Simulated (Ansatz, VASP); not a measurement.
## One calculation of Zn4SeO3, two programs

File INCAR:

```
PREC     = Accurate       # precision mode
ENCUT    = 600            # plane-wave cutoff, eV
EDIFF    = 1E-6           # SCF threshold, eV
ISMEAR   = 0              # smearing method
SIGMA    = 0.15           # smearing width, eV
LREAL    = F              # projectors in reciprocal space
LASPH    = T              # aspherical terms in the spheres
NELM     = 80             # most SCF steps
ALGO     = Normal         # electronic algorithm
ISIF     = 3              # what is computed and relaxed
LWAVE    = F              # write WAVECAR
LCHARG   = F              # write CHGCAR
GGA      = PE             # functional
IBRION   = 2              # ionic algorithm
NSW      = 36             # ionic steps
EDIFFG   = -0.08          # ionic threshold
```

File KPOINTS:

```
regular mesh
0
Gamma
  3 3 2
```

File POSCAR:

```
Zn4SeO3
1.0
    4.0094524400      0.0000000000      0.0000000000
    0.0000000000      4.0094524400      0.0000000000
    0.0000000000      0.0000000000      8.1473898700
Zn Se O
4 1 3
Direct
    0.5000000000      0.0000000000      0.5000000000
    0.0000000000      0.5000000000      0.5000000000
    0.5000000000      0.5000000000      0.0000000000
    0.0000000000      0.0000000000      0.5000000000
    0.0000000000      0.0000000000      0.0000000000
    0.5000000000      0.5000000000      0.5000000000
    0.0000000000      0.0000000000      0.6716419400
    0.0000000000      0.0000000000      0.3283580600
```

Input for Ansatz:

```yaml
crystal:
  lattice:
    - [4.00945244, 0.0, 0.0]
    - [0.0, 4.00945244, 0.0]
    - [0.0, 0.0, 8.14738987]
  atoms:
    - { symbol: Zn, position: [0.5, 0.0, 0.5] }
    - { symbol: Zn, position: [0.0, 0.5, 0.5] }
    - { symbol: Zn, position: [0.5, 0.5, 0.0] }
    - { symbol: Zn, position: [0.0, 0.0, 0.5] }
    - { symbol: Se, position: [0.0, 0.0, 0.0] }
    - { symbol: O, position: [0.5, 0.5, 0.5] }
    - { symbol: O, position: [0.0, 0.0, 0.67164194] }
    - { symbol: O, position: [0.0, 0.0, 0.32835806] }
basis:
  ecutwfc: 420
kpoints:
  mp_grid: { grid: [3, 3, 2] }
hamiltonian:
  xc: pbe
scf:
  occupations: { method: gaussian, width: 0.15 }
  lower_state_search: "off"
output:
  forces: true
  stress: true
  eigenvalues: true
relax:
  adjacent_minimum: "off"
  f_tol: 0.08
  max_steps: 16
  cell: { stress_tol: 0.8 }
```

Alike in both runs: task relaxation of cell and atoms; functional PBE; k mesh 3 × 3 × 2; occupations gaussian, width 0.15 eV; no spin polarisation.

|  | VASP | Ansatz |
| --- | --- | --- |
| version | VASP 6.6.1 | Ansatz 0.2.0 |
| potentials or method | VASP PAW PBE potentials, release 64 (Zn, Se, O) | scalar-relativistic, plane waves, PAW |
| plane-wave cutoff (eV) | 600 | 420 |
| valence electrons in the cell | 72 | 82 |

```csv
,VASP,Ansatz,Ansatz less VASP
"gap on the k mesh at the Fermi level, each at its own relaxed structure (eV)",none,none,-
relaxed volume (Å³/atom),19.76,19.54,-0.223
relaxed cell length with the largest relative difference (Å),4.547,4.524,-0.0225
energy change over the relaxation (meV/atom),-1247,-1178,+69.1
```

A gap of «none» marks a metal or a gap that the smearing closes. The two sets of potentials don't hold the same shells in valence.

Caveats: the k mesh is coarse (spacing up to 0.52 Å⁻¹), so the values aren't converged; the volume moved by over 15 % at a fixed basis, so the end points are rough (VASP).
